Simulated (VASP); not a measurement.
# GaBrClF: harmonic vibrations of a molecule

GaBrClF, molecule in box, 4 atoms in the cell. PBE, harmonic vibrations; PAW potentials F, Ga_d, Cl, Br (PBE set).

## Input

INCAR.step1:
```
SYSTEM = GaBrClF
PREC = Accurate ; ENCUT = 400
EDIFF = 1E-8 ; ISMEAR = 0
SIGMA = 0.01 ; ISYM = 0
LREAL = .FALSE. ; LASPH = .TRUE.
NELM = 100 ; ALGO = Normal
LWAVE = .FALSE. ; LCHARG = .FALSE.
IBRION = 2 ; NSW = 60
ISIF = 2 ; EDIFFG = -0.002
POTIM = 0.5
```

INCAR.step2, as INCAR.step1 but for:
```
- IBRION = 2
- NSW = 60
- ISIF = 2
- EDIFFG = -0.002
- POTIM = 0.5
+ IBRION = 5
+ NFREE = 2
+ POTIM = 0.015
+ NSW = 1
```

KPOINTS:
```
k-points
0
Gamma
  1 1 1
```

POSCAR.step1:
```
GaBrClF
1.0
   13.0000000000      0.0000000000      0.0000000000
    0.0000000000     11.0000000000      0.0000000000
    0.0000000000      0.0000000000     12.0000000000
F Ga Cl Br
1 1 1 1
Direct
    0.3795000000      0.4157227300      0.6210416700
    0.4669000000      0.4703136400      0.5239166700
    0.6225000000      0.4214227300      0.5443166700
    0.4087076900      0.5880954500      0.3846250000
```

Commands (each step's output is kept before the next begins):
```
cat potpaw_PBE.64/F/POTCAR potpaw_PBE.64/Ga_d/POTCAR potpaw_PBE.64/Cl/POTCAR potpaw_PBE.64/Br/POTCAR > POTCAR
cp INCAR.step1 INCAR
cp POSCAR.step1 POSCAR
mpirun -np 4 vasp_gam > vasp.out
cp CONTCAR POSCAR
cp INCAR.step2 INCAR
mpirun -np 4 vasp_gam > vasp.out
```

## Result

- Vibrations (cm⁻¹; a negative value is imaginary): 654, 426, 290, 154, 141, 100
- Zero-point energy (eV): 0.109
- Translations and rotations, which should read zero (cm⁻¹): -5, -3, 0, 7, 9, 18
- Vibrational entropy at 298 K (meV/K): 0.502
- Displaced cells: 24
- Ionic steps, all stages: 41
- Electronic steps, all stages: 758

VASP 6.6.1 took 1105 s on 4 cores (Intel Xeon Platinum 8259CL @ 2.50GHz (Skylake/Cascade Lake)), a shared host.
